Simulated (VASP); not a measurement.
# F2GeBr2 in VASP: reference runs

How does F2GeBr2 come out in PBE? The cell is run as given.

Program: VASP 6.6.1. These are calculated values, not measurements. Logs are shortened: lines on timing, memory, paths and dates and some standing lists are left out, and cuts for length are marked.

### Step 1. The molecule as given

The cell holds a molecule in a box, 5 atoms: a = 12.000 Å, b = 13.000 Å, c = 12.000 Å, α = 90.00°, β = 90.00°, γ = 90.00°.

### Step 2. Single point, PBE

File INCAR:

```
  PREC = Accurate
  ENCUT = 520
  EDIFF = 1E-7
  ISMEAR = 0
  SIGMA = 0.01
  LREAL = False
  LASPH = True
  NELM = 100
  ALGO = Normal
  ISIF = 2
  LWAVE = False
  LCHARG = True
  GGA = PE
  LELF = True
  LVHAR = True
  LVACPOTAV = True
  NBANDS = 29
```

File KPOINTS:

```
regular mesh
0
Gamma
  1 1 1
```

File POSCAR:

```
GeBr2F2
1.0
   12.0000000000      0.0000000000      0.0000000000
    0.0000000000     13.0000000000      0.0000000000
    0.0000000000      0.0000000000     12.0000000000
F Ge Br
2 1 2
Direct
    0.6110125000      0.3847038500      0.5360791700
    0.4456958300      0.5018346200      0.6249791700
    0.5132541700      0.4752884600      0.5029291700
    0.3911541700      0.4075192300      0.3806875000
    0.5997208300      0.6185269200      0.4422291700
```

Potentials or basis: VASP PAW PBE potentials, release 64 (F, Ge_d, Br).

Command:

```bash
$ cat potpaw_PBE.64/F/POTCAR potpaw_PBE.64/Ge_d/POTCAR potpaw_PBE.64/Br/POTCAR > POTCAR
$ mpirun -np 1 vasp_gam > vasp.out
```

OUTCAR:

```text
PREC = Accurate
   ENCUT = 520
   EDIFF = 1E-7
   ISMEAR = 0
   LREAL = False
   LASPH = True
   NELM = 100
   ISIF = 2
   GGA = PE

 ion  position               nearest neighbor table
   1  0.611  0.385  0.536-   3 1.71
   2  0.446  0.502  0.625-   3 1.71
   3  0.513  0.475  0.503-   1 1.71   2 1.71   5 2.25   4 2.25
   4  0.391  0.408  0.381-   3 2.25
   5  0.600  0.619  0.442-   3 2.25

  LATTYP: Found a simple tetragonal cell.
 ALAT       =    12.0000000000
 C/A-ratio  =     1.0833333333

  Lattice vectors:

 A1 = ( -12.0000000000,   0.0000000000,   0.0000000000)
 A2 = (   0.0000000000,   0.0000000000,  12.0000000000)
 A3 = (   0.0000000000,  13.0000000000,   0.0000000000)

Analysis of symmetry for initial positions (statically):
=====================================================================
 Subroutine PRICEL returns:
 Original cell was already a primitive cell.

 Routine SETGRP: Setting up the symmetry group for a
 simple tetragonal supercell.

 Subroutine GETGRP returns: Found  1 space group operations
 (whereof  1 operations were pure point group operations)
 out of a pool of 16 trial point group operations.

The static configuration has the point symmetry C_1 .

Analysis of symmetry for dynamics (positions and initial velocities):
=====================================================================
 Subroutine PRICEL returns:
 Original cell was already a primitive cell.

 Routine SETGRP: Setting up the symmetry group for a
 simple tetragonal supercell.

 Subroutine GETGRP returns: Found  1 space group operations
 (whereof  1 operations were pure point group operations)
 out of a pool of 16 trial point group operations.

The dynamic configuration has the point symmetry C_1 .

 Subroutine INISYM returns: Found  1 space group operations
 (whereof  1 operations are pure point group operations),
 and found     1 'primitive' translations

----------------------------------------------------------------------------------------

                                     Primitive cell

  volume of cell :    1872.0000

  direct lattice vectors                    reciprocal lattice vectors
    12.000000000  0.000000000  0.000000000     0.083333333  0.000000000  0.000000000
     0.000000000 13.000000000  0.000000000     0.000000000  0.076923077  0.000000000
     0.000000000  0.000000000 12.000000000     0.000000000  0.000000000  0.083333333

  length of vectors
    12.000000000 13.000000000 12.000000000     0.083333333  0.076923077  0.083333333

  position of ions in fractional coordinates (direct lattice)
     0.611012500  0.384703850  0.536079170
     0.445695830  0.501834620  0.624979170
     0.513254170  0.475288460  0.502929170
     0.391154170  0.407519230  0.380687500
     0.599720830  0.618526920  0.442229170

  ion indices of the primitive-cell ions
   primitive index   ion index
                 1           1
                 2           2
                 3           3
                 4           4
                 5           5

----------------------------------------------------------------------------------------

 KPOINTS: regular mesh

Automatic generation of k-mesh.
 Grid dimensions read from file:
 generate k-points for:    1    1    1

 Generating k-lattice:

  Cartesian coordinates                     Fractional coordinates (reciprocal lattice)
     0.083333333  0.000000000  0.000000000     1.000000000  0.000000000  0.000000000
     0.000000000  0.076923077  0.000000000     0.000000000  1.000000000  0.000000000
     0.000000000  0.000000000  0.083333333     0.000000000  0.000000000  1.000000000

  Length of vectors
     0.083333333  0.076923077  0.083333333

  Shift w.r.t. Gamma in fractional coordinates (k-lattice)
     0.000000000  0.000000000  0.000000000

 Subroutine IBZKPT returns following result:
 ===========================================

 Found      1 irreducible k-points:

 Following reciprocal coordinates:
            Coordinates               Weight
  0.000000  0.000000  0.000000      1.000000
   k-points           NKPTS =      1   k-points in BZ     NKDIM =      1   number of bands    NBANDS=     29
   number of dos      NEDOS =    301   number of ions     NIONS =      5
   total plane-waves  NPLWV = 793800
   dimension x,y,z NGX =    90 NGY =   98 NGZ =   90
   dimension x,y,z NGXF=   180 NGYF=  196 NGZF=  180
   ions per type =               2   1   2
   NGX,Y,Z   is equivalent  to a cutoff of  12.47, 12.53, 12.47 a.u.
   NGXF,Y,Z  is equivalent  to a cutoff of  24.94, 25.06, 24.94 a.u.
 SYSTEM =  unknown system
   PREC   = accura    normal or accurate (medium, high low for compatibility)
   ISTART =      0    job   : 0-new  1-cont  2-samecut
   ICHARG =      2    charge: 1-file 2-atom 10-const
   ISPIN  =      1    spin polarized calculation?
   LNONCOLLINEAR =      F non collinear calculations
   LSORBIT =      F    spin-orbit coupling
   LASPH  =      T    aspherical Exc in radial PAW
   ENCUT  =  520.0 eV  38.22 Ry    6.18 a.u.  22.31 24.17 22.31*2*pi/ulx,y,z
   NELM   =    100;   NELMIN=  2; NELMDL= -5     # of ELM steps
   EDIFF  = 0.1E-06   stopping-criterion for ELM
   LREAL  =      F    real-space projection
   EDIFFG = 0.1E-05   stopping-criterion for IOM
   NSW    =      0    number of steps for IOM
   IBRION =     -1    ionic relax: 0-MD 1-quasi-New 2-CG
   NFREE  =      0    steps in history (QN), initial steepest desc. (CG)
   ISIF   =      2    stress and relaxation
   ISYM   =      2    0-nonsym 1-usesym 2-fastsym
   POTIM  = 0.5000    time-step for ionic-motion
   TEBEG  =    0.0;   TEEND  =   0.0 temperature during run
   PSTRESS=    0.0 pullay stress
   NELECT =      42.0000    total number of electrons
   NUPDOWN=      -1.0000    fix difference up-down
   EMIN   =  10.00;   EMAX   =-10.00  energy-range for DOS
   EFERMI =   0.00;   METHOD = LEGACY
   ISMEAR =     0;   SIGMA  =   0.01  broadening in eV -4-tet -1-fermi 0-gaus
   EFERMI_NEDOS =   21; number of points for ismear=-14 and -15
   IALGO  =     38    algorithm
   IMIX   =      4    mixing-type and parameters
     AMIX     =   0.40;   BMIX     =  1.00
     AMIX_MAG =   1.60;   BMIX_MAG =  1.00
  volume/ion in A,a.u.               =     374.40      2526.58
  Fermi-wavevector in a.u.,A,eV,Ry     =   0.461731  0.872546  2.900705  0.213196
  Thomas-Fermi vector in A             =   1.448934
   LORBIT       =      0    0 simple, 1 ext, 2 COOP (PROOUT), +10 PAW based schemes
   GGA     = PE    functional components
   LHFCALC =     F    Hartree Fock is set to
   AEXX    =    0.0000 exact exchange contribution
   IVDW    =     0    specifies the selected vdW correction
   LEPSILON=     F    determine dielectric tensor
   LRPA    =     F    only Hartree local field effects (RPA)
 non-spin polarized calculation
 Gauss-broadening in eV      SIGMA  =   0.01
  energy-cutoff  :      520.00
  volume of cell :     1872.00
 maximum number of plane-waves:     25235
 NGX is ok and might be reduce to    90
   NGX = 45   NGY = 49   NGZ = 45

 number of electron      42.0000022 magnetization

 Free energy of the ion-electron system (eV)
  ---------------------------------------------------
  ext. energy  EPLUGINS =         0.00000000
  ---------------------------------------------------
  free energy    TOTEN  =       -18.75686316 eV

  energy without entropy =      -18.75686316  energy(sigma->0) =      -18.75686316

 E-fermi :  -7.4711     XC(G=0):  -0.9387

 val. band max:       -7.5494691729   @ k =   0.0000   0.0000   0.0000
 cond. band min:      -3.1836948138   @ k =   0.0000   0.0000   0.0000
 fundamental gap:      4.3657743591
 Fermi energy:        -7.4711486675

 k-point     1 :       0.0000    0.0000    0.0000
  band No.  band energies     occupation
      1     -31.8009      2.00000
      2     -31.5254      2.00000
      3     -31.1170      2.00000
      4     -31.0488      2.00000
      5     -31.0359      2.00000
      6     -29.2863      2.00000
      7     -28.4993      2.00000
      8     -20.8331      2.00000
      9     -20.3953      2.00000
     10     -14.4415      2.00000
     11     -11.6033      2.00000
     12     -11.1599      2.00000
     13     -10.9918      2.00000
     14      -9.8863      2.00000
     15      -9.8310      2.00000
     16      -9.6747      2.00000
     17      -9.0422      2.00000
     18      -8.0535      2.00000
     19      -7.9336      2.00000
     20      -7.6847      2.00000
     21      -7.5495      2.00000
     22      -3.1837      0.00000
     23      -0.3166      0.00000
     24      -0.3001      0.00000
     25      -0.0217      0.00000
     26       0.0013      0.00000
     27       0.7982      0.00000
     28       0.9191      0.00000
     29       0.9481      0.00000

------------------------ aborting loop because EDIFF is reached ----------------------------------------

  FORCE on cell =-STRESS in cart. coord.  units (eV):
  Direction    XX          YY          ZZ          XY          YZ          ZX
  --------------------------------------------------------------------------------------
  -------------------------------------------------------------------------------------
  Total        1.4224465      1.3374396      1.4557138     -0.2599280      0.0057575     -0.1119185
  in kB        1.2174207      1.1446663      1.2458930     -0.2224630      0.0049276     -0.0957870
  external PRESSURE =       1.2026600 kB  Pullay stress =       0.0000000 kB

 VOLUME and BASIS-vectors are now :
 -----------------------------------------------------------------------------
  energy-cutoff  :      520.00
  volume of cell :     1872.00
      direct lattice vectors                 reciprocal lattice vectors
    12.000000000  0.000000000  0.000000000     0.083333333  0.000000000  0.000000000
     0.000000000 13.000000000  0.000000000     0.000000000  0.076923077  0.000000000
     0.000000000  0.000000000 12.000000000     0.000000000  0.000000000  0.083333333

 POSITION                                       TOTAL-FORCE (eV/Angst)
 -----------------------------------------------------------------------------------
      7.33215      5.00115      6.43295         0.568548     -0.576128      0.211193
      5.34835      6.52385      7.49975        -0.382793      0.158354      0.723661
      6.15905      6.17875      6.03515        -0.120982      0.267993     -0.600325
      4.69385      5.29775      4.56825        -0.241676     -0.155205     -0.229074
      7.19665      8.04085      5.30675         0.176903      0.304986     -0.105456
 -----------------------------------------------------------------------------------
    total drift:                                0.002801      0.003869     -0.000402

  FREE ENERGIE OF THE ION-ELECTRON SYSTEM (eV)
  ---------------------------------------------------
  free  energy   TOTEN  =       -18.7568631576 eV

  energy  without entropy=      -18.7568631576  energy(sigma->0) =      -18.75686316
```

Wall time 6.5 min (1 thread of AMD EPYC 7R43 (Zen 3), shared host); peak memory 1.2 GiB.

Results:

- Free energy: -18.7569 eV
- Largest force: 0.837 eV/Å
- Gap between the frontier levels: 4.37 eV

Forces in eV/Å, atoms in the order of the input:
```
F    0.569 -0.576  0.211
F   -0.383  0.158  0.724
Ge  -0.121  0.268 -0.600
Br  -0.242 -0.155 -0.229
Br   0.177  0.305 -0.105
```
